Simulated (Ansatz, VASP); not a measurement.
# Cross-check of ScGa3 between VASP and Ansatz, part 2 of 2

One calculation is typed for both programs; each brings its own data sets and cutoff. How far apart do they land? The cell is taken from a series of VASP runs on this material, whose earlier steps may have relaxed, scaled or displaced it; both programs get it as it stands.

VASP 6.6.1 and Ansatz 0.2.0.

So far: Set-up; VASP: zone-centre phonons, LDA.

**3. Ansatz: zone-centre phonons, LDA**

Level of this step: Ansatz beside VASP: Kohn-Sham DFT, plane waves, LDA (Ansatz).

Ansatz runs on its default PAW (the set named soft_2) files.

The same cell, functional (in two slightly different forms), mesh and smearing now go to Ansatz, which takes its cutoff from its data sets.

File input.yaml:

```yaml
crystal:
  lattice:
    - [3.9918721828, 0.0, 0.0]
    - [0.0, 3.9918721828, 0.0]
    - [0.0, 0.0, 3.9918721828]
  atoms:
    - { symbol: Sc, position: [0.0, 0.0, 0.0] }
    - { symbol: Ga, position: [0.0, 0.5, 0.5] }
    - { symbol: Ga, position: [0.5, 0.0, 0.5] }
    - { symbol: Ga, position: [0.5, 0.5, 0.0] }
hamiltonian:
  xc: lda
  pseudopotentials: { kind: paw }
kpoints:
  mp_grid: { grid: [10, 10, 10] }
scf:
  occupations: { method: methfessel_paxton, width: 0.2 }
phonons:
  method: dfpt
  qpoints: [[0, 0, 0]]
```

Command:

```console
$ ansatz run input.yaml --threads 4 --pin off --max-ram 9216MiB --backend cpu --events-out ev --progress --plain --runs-dir out
```

Numbers of over 12 decimals in the logs are rounded to 6 here.

Output:

```text
zone centre: on kpoints.mp_grid the ground state, and the responses unless they are solved on pairs of k-points, stand on 216 of the mesh's 1000 k-points, reduced under 8 symmetry operations, with k and −k counted as one. Each operation leaves every solved displacement unchanged or reverses it
Engine: ansatz 0.2.0, aarch64-unknown-linux-gnu
Pseudopotentials: kind: paw
Pseudopotential: Sc, paw, valence charge 11, recommended cutoff 420 eV (normal), Sc.paw.azcp
Pseudopotential: Ga, paw, valence charge 13, recommended cutoff 420 eV (normal), Ga.paw.azcp
Functional definition: SPW92
  exchange = slater_x
  correlation = pw_c
Crystal: 4 atoms, lattice volume = 63.611 Å³
Basis set: ecut = 420 eV, 1237 PW (Γ), exchange–correlation on 54×54×54 points (8 copies of the dense FFT grid, shifted against one another)
Bands: 30, of which v1, the nominal top of the filled ones, is band 25 counted from 1 (24 counted from 0)
Symmetry: 48 space group operations
k-points: 216 of 1000 (irreducible under 8 space group operations)
Non-local potential: Sc, projectors of the file, l = 0: 3, l = 1: 2, l = 2: 3, l = 3: 1
Non-local potential: Ga, projectors of the file, l = 0: 2, l = 1: 2, l = 2: 3, l = 3: 1
PAW form: soft (Blöchl's): semilocal exchange-correlation on the pseudo side does not see the compensation charge
PAW frozen core: Sc, regenerated for the run's functional, and the local potential with it (the file was generated under x = pbe(κ = 0.804, μ = 0.219515), c = pbe(β = 0.066725))
PAW frozen core: Ga, regenerated for the run's functional, and the local potential with it (the file was generated under x = pbe(κ = 0.804, μ = 0.219515), c = pbe(β = 0.066725))
PAW one-centre angular grid: Sc, 590 points (default); XC on 64 Gauss nodes
PAW one-centre angular grid: Ga, 590 points (default); XC on 64 Gauss nodes
Initial density: superposition of atomic densities (neutral atoms: chi_scale 0, normalization atom), corrected by the library's trained network
Initial wavefunctions: pseudopotential atomic-orbital guess
Functional: x = slater, c = lda
SCF iter   1: F=—  HF=-13212.251240 eV  |F-HF|=—  |Δ(HF+E_count)|=         —  Δρ=6.36e-3  dr2=1.88e-2  ethr=1.77e-3  ⟨swp⟩=5.2  Hψ=22407  notcnv=0
preconditioner: auto → Kerker (q_TF=auto, 2.621 Å⁻¹)  [metal: Δε(μ)=0.053 eV  Ē_g=16.151 eV  σ=0.200 eV  W_gap=0.22  n_scr=18 (ndim 8)  ℏωp=32.3 eV  f_vac=0.000  D(μ)=1.50/eV (n_scr^D=6)]
SCF iter   2: F=—  HF=-13212.247826 eV  |F-HF|=—  |Δ(HF+E_count)|=   3.41e-3  S|Δr|=    0.00e0  Δρ=3.36e-3  dr2=7.83e-3  ethr=3.75e-5  ⟨swp⟩=2.1  Hψ=12665  notcnv=0
SCF iter   3: F=—  HF=-13212.246262 eV  |F-HF|=—  |Δ(HF+E_count)|=   1.56e-3  S|Δr|=    0.00e0  Δρ=1.68e-3  dr2=2.01e-3  ethr=1.57e-5  ⟨swp⟩=2.0  Hψ=10458  notcnv=0
SCF iter   4: F=—  HF=-13212.245407 eV  |F-HF|=—  |Δ(HF+E_count)|=   8.55e-4  S|Δr|=    0.00e0  Δρ=3.79e-4  dr2=7.79e-5  ethr=4.02e-6  ⟨swp⟩=2.0  Hψ=10956  notcnv=0
SCF iter   5: F=—  HF=-13212.245389 eV  |F-HF|=—  |Δ(HF+E_count)|=   1.73e-5  S|Δr|=    0.00e0  Δρ=1.19e-4  dr2=1.01e-5  ethr=1.56e-7  ⟨swp⟩=2.0  Hψ=7718  notcnv=0
SCF iter   6: F=—  HF=-13212.245384 eV  |F-HF|=—  |Δ(HF+E_count)|=   5.09e-6  S|Δr|=    0.00e0  Δρ=3.31e-5  dr2=6.10e-7  ethr=2.03e-8  ⟨swp⟩=2.0  Hψ=7709  notcnv=0
SCF iter   7: F=—  HF=-13212.245384 eV  |F-HF|=—  |Δ(HF+E_count)|=   2.06e-8  S|Δr|=    0.00e0  Δρ=4.24e-6  dr2=7.55e-9  ethr=1.22e-9  ⟨swp⟩=2.0  Hψ=7663  notcnv=0
SCF iter   8: F=—  HF=-13212.245384 eV  |F-HF|=—  |Δ(HF+E_count)|=   6.50e-9  S|Δr|=    0.00e0  Δρ=9.27e-7  dr2=2.23e-10  ethr=1.51e-11  ⟨swp⟩=2.0  Hψ=10775  notcnv=0
SCF iter   9: F=—  HF=-13212.245384 eV  |F-HF|=—  |Δ(HF+E_count)|=  4.00e-11  S|Δr|=    0.00e0  Δρ=1.88e-7  dr2=1.55e-11  ethr=1.00e-12  ⟨swp⟩=2.0  Hψ=9680  notcnv=0
SCF iter  10: F=-13212.245384 eV  HF=-13212.245384 eV  |F-HF|=7.28e-12  |Δ(HF+E_count)|=  1.09e-11  S|Δr|=    0.00e0  Δρ=4.48e-8  dr2=1.69e-12  ethr=1.00e-12  ⟨swp⟩=5.7  Hψ=26728  notcnv=0
SCF 1 converged in 10 iterations: F = -13212.245384 eV  dr2 = 1.69e-12
  greatest PAW one-centre occupation: 0.998 electrons in one spin orbital (limit 2), on the Sc atom at site 0 (counted from 0), in its partial waves of l = 0
DFPT response loops at Γ: preconditioner auto → Kerker (q_TF=auto, 2.621 Å⁻¹) (partly filled bands, converged f_vac=0.000); β = 1.00, the filter's whole step (`scf.mixing.beta` (0.50) is not read by the response loops under this deck's `scf.mixing.preconditioner`; to damp them name `kerker` or `kerker_dos`, under which they read `scf.mixing.beta`, and type it under 1.00, their step now; both keys bind the ground state too); Broyden in place of MSR1
SCF converged after 10 iterations
Stability not checked: this state was not tested for a lower state beside it, because cold or Methfessel-Paxton smearing, or corrected tetrahedra, fill the levels in a way that the test cannot read (fill_not_monotonic; see scf.lower_state_search)
Free energy (F): -13212.245384 eV
Harris-Foulkes:  -13212.245384 eV  (|F-HF|=7.28e-12)
Internal energy: -13212.244396 eV  (E = F + TS)
E sigma→0 (E₀):  -13212.245137 eV
Entropy (-TS):   -0.000989 eV (-0.247 meV/atom)
Fermi energy:    12.746786 eV
--- Per-component energies (eV) ---
  E_band       = -131.479371
  E_kinetic    = 617.601808
  E_local      = -5665.791193  (includes V_loc(G=0)·N_el)
  E_nonlocal   = 1360.810318
  E_hartree    = 2607.600714
  E_xc         = -315.844818
  E_vxc        = -312.247464  (∫ρ·V_xc dr)
  E_paw        = -6641.566297  (= ΣΔE_a)
  E_vpaw       = -1347.053921  (= ΣTr[D̂ρ^β])
  E_aug_tail   = -0.000322  (compensation charges beyond the density's cutoff)
  E_ewald      = -5180.544967
  E_core_change = 5.490362  (= ΣΔE_core)
  E_smearing   = -0.000989  (= −TS)
  E_closure    = 0.000000  (closes the sum)
  Σ components = -13212.245384   (vs F -13212.245384, Δ=0.00e0)
--- Band table (eV; the first three rows and the last of 216) ---
  k-point 0: bands = [... 21 lower, 9.4586, 10.6102, 10.6102, 10.6102, 14.5294, 14.5294, 14.5294, 15.9770, ... 1 higher]
  k-point 1: bands = [... 21 lower, 9.5381, 10.6398, 10.6398, 11.3092, 14.4396, 14.4396, 14.5395, 15.8065, ... 1 higher]
  k-point 2: bands = [... 21 lower, 9.7777, 10.7132, 10.7132, 12.2101, 14.2757, 14.2757, 14.5662, 14.6120, ... 1 higher]
  k-point 215: bands = [... 21 lower, 6.8485, 7.8149, 9.5095, 9.5095, 9.5095, 15.3821, 15.3821, 15.3873, ... 1 higher]
--- Phonons (Γ-DFPT): 3 representative perturbations + reference, on 216 of 1000 k-points (Σ response iterations 9) ---
  k mesh reduced under 8 symmetry operations, with k and −k counted as one. Each operation leaves every solved displacement unchanged or reverses it
  ASR residual: 6.806e-5 → 0.000e0 eV/Å²; symmetrization residual: 1.040e-5 eV/Å²
  ASR residual per site (eV/Å²): 1.41e-5 6.81e-5 6.81e-5 6.81e-5
  Γ frequencies (cm⁻¹): 0.00 0.00 0.00 138.00 138.00 138.00 139.10 139.10 139.10 266.26 266.26 266.26
  non-analytic LO–TO correction: not included (Born effective charges unavailable; polar crystals: no LO–TO splitting at Γ)
--- Phonons (arbitrary-q DFPT): 1 explicit q-point ---
  q = [0, 0, 0] (of the zone-centre solve; hermiticity 2.45e-6, symmetrization 1.78e-13): -0.00 -0.00 0.00 138.00 138.00 138.00 139.10 139.10 139.10 266.26 266.26 266.26
  sum rule: each row above includes the acoustic sum rule's correction from the zone centre's row sums; it moved no ω² by more than (0.52 cm⁻¹)²
```

The job ended after 50 s (4 threads of Arm Neoverse V1, shared host; peak memory 1.7 GiB).

Reading the cycles: dr2 is the Hartree energy of the density residual (eV), the measure of convergence; HF is the Harris–Foulkes estimate of the energy, which meets the free energy F at convergence.

**4. Side by side**

Known differences besides the potentials themselves: the two LDA forms differ slightly; the cutoff is 420 eV in Ansatz and 400 eV in VASP; VASP's log shows a relativistic correction to its local exchange, Ansatz's none. Total energies have different zeros and are not compared.

Compared:

```tsv
quantity	Ansatz	VASP	difference
optical mode 1 to 3 (cm⁻¹)	138.0	141.0	-2.09 %
optical mode 4 to 6 (cm⁻¹)	139.1	141.8	-1.93 %
optical mode 7 to 9 (cm⁻¹)	266.3	268.7	-0.90 %
```

Modes are paired by rising frequency and degeneracy, not by their patterns, so a pair may still set unlike modes beside each other.

**5. Summary of results**

* r.m.s. difference of the optical zone-centre modes, each program's sorted by frequency (zone-centre phonons, LDA): 2.7 cm⁻¹
* difference in optical mode 1 to 3 (zone-centre phonons, LDA): -2.1 %

In words: The r.m.s. difference of the optical zone-centre modes, each program's sorted by frequency is 2.7 cm⁻¹ (zone-centre phonons, LDA). Among the rows given in per cent, the largest difference of the zone-centre phonons, LDA pair is in optical mode 1 to 3, -2.1 %. How closely two codes agree says nothing of how well the functional describes the real material.

[Lines on the potential files, build, host, timing and source positions are cut from VASP's logs without a mark.]

[Logs are printed without paths, hosts, clocks, repeated set-up lines and the standing remarks that a program may print on its own settings, such as how far it seeks lower states.]

[Hosts, paths, dates, database ids (printed as entryN), source tags and the programs' standing remarks are cut or masked in the printed files.]
